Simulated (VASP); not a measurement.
These are LDA (Ceperley-Alder, Perdew-Zunger), VASP's LDA PAW potentials (set 64) (plane waves; VASP 6.6.1) values and carry that method's errors.

VASP input:

**KPOINTS**
```
K-points
0
Gamma
  8 8 8
```

### INCAR
```
LCHARG = .FALSE.
LREAL = .FALSE.   # projection in real space or not
LMAXMIX = 4   # l cut-off of mixed one-centre charges
ENCUT = 520
LASPH = .TRUE.   # aspherical one-centre terms
SIGMA = 0.05   # width (eV)
NELM = 100   # most electronic steps
SYSTEM = ZnSe
ISIF = 2
EDIFF = 1E-7   # SCF stop (eV)
ISMEAR = 0
PREC = Accurate
ALGO = Normal   # blocked Davidson
LWAVE = .FALSE.
```

**POSCAR**
```
ZnSe
1
    0.0000000000     2.7887504787     2.7887504787
    2.7887504787     0.0000000000     2.7887504787
    2.7887504787     2.7887504787     0.0000000000
Zn Se
1 1
Direct
  0.0000000000   0.0000000000   0.0000000000
  0.2500000000   0.2500000000   0.2500000000
```

POTCAR, in this order: Zn Se (LDA.64 set). Program: vasp_std.

The resulting files:

**OSZICAR**
```
       N       E                     dE             d eps       ncg     rms          rms(c)
DAV:   1     0.875248187618E+02    0.87525E+02   -0.91128E+03   754   0.161E+03
DAV:   2    -0.163268726868E+01   -0.89158E+02   -0.85561E+02   794   0.286E+02
DAV:   3    -0.762310164022E+01   -0.59904E+01   -0.59631E+01   949   0.738E+01
DAV:   4    -0.768308199756E+01   -0.59980E-01   -0.59965E-01   809   0.785E+00
DAV:   5    -0.768341383457E+01   -0.33184E-03   -0.33183E-03   909   0.560E-01    0.547E+00
DAV:   6    -0.740184071370E+01    0.28157E+00   -0.72857E-01  1039   0.314E+01    0.408E+00
DAV:   7    -0.737671653581E+01    0.25124E-01   -0.20411E-01   824   0.486E+00    0.166E+00
DAV:   8    -0.737257121265E+01    0.41453E-02   -0.33967E-03  1076   0.774E-01    0.451E-01
DAV:   9    -0.737197432029E+01    0.59689E-03   -0.95949E-04   884   0.326E-01    0.616E-02
DAV:  10    -0.737198885398E+01   -0.14534E-04   -0.98746E-05   840   0.120E-01    0.188E-02
DAV:  11    -0.737198601449E+01    0.28395E-05   -0.95869E-06  1088   0.606E-02    0.402E-03
DAV:  12    -0.737198604823E+01   -0.33737E-07   -0.23416E-06   869   0.120E-02    0.171E-03
DAV:  13    -0.737198604563E+01    0.25966E-08   -0.11043E-07   517   0.506E-03
   1 F= -.73719860E+01 E0= -.73719860E+01  d E =-.107713E-17
```

**OUTCAR**
```
------------------------ aborting loop because EDIFF is reached ----------------------------------------
  FORCE on cell =-STRESS in cart. coord.  units (eV):
  Direction    XX          YY          ZZ          XY          YZ          ZX
  --------------------------------------------------------------------------------------
  Total       -0.0064188     -0.0064188     -0.0064188      0.0000000     -0.0000000      0.0000000
  in kB       -0.2370852     -0.2370852     -0.2370852      0.0000000     -0.0000000      0.0000000
  external PRESSURE =      -0.2370852 kB  Pullay stress =       0.0000000 kB
  volume of cell :       43.38
      direct lattice vectors                 reciprocal lattice vectors
     0.000000000  2.788750479  2.788750479    -0.179291767  0.179291767  0.179291767
     2.788750479  0.000000000  2.788750479     0.179291767 -0.179291767  0.179291767
     2.788750479  2.788750479  0.000000000     0.179291767  0.179291767 -0.179291767
  FREE ENERGIE OF THE ION-ELECTRON SYSTEM (eV)
  ---------------------------------------------------
  free  energy   TOTEN  =        -7.3719860456 eV

  energy  without entropy=       -7.3719860456  energy(sigma->0) =       -7.37198605
```
(Selected blocks of OUTCAR.)

The compound is ZnSe in the zinc blende structure. It was relaxed first.
